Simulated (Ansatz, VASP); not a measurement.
**Two plane-wave programs on TaTe**

```
Ta Te
1.0
     3.37237    0.00000    0.00000
     0.00000    3.37237    0.00000
     0.00000    0.00000    3.37237
Ta Te
1 1
Direct
  0.50000 0.50000 0.50000
  0.00000 0.00000 0.00000
```

Alike in both runs: task single point; functional PBE; k mesh 6 × 6 × 6; occupations gaussian, width 0.1 eV; no spin polarisation.

|  | VASP | Ansatz |
| --- | --- | --- |
| version | VASP 6.6.1 | Ansatz 0.2.0 |
| potentials or method | VASP PAW PBE potentials, release 64 (Ta_pv, Te) | scalar-relativistic, plane waves, PAW |
| plane-wave cutoff (eV) | 520 | 420 |
| valence electrons in the cell | 17 | 29 |

|  | VASP | Ansatz | Ansatz less VASP |
| --- | --- | --- | --- |
| gap on the k mesh at the Fermi level (eV) | none | none | - |
| pressure (GPa) | 6.8 | 6.7 | -0.03 |

A gap of «none» marks a metal or a gap that the smearing closes. With one functional, cell and mesh, what is left measures potentials, basis and numerics. The two sets of potentials don't hold the same shells in valence.

The runs have no spin-orbit coupling, so splittings on Ta, Te are missing.
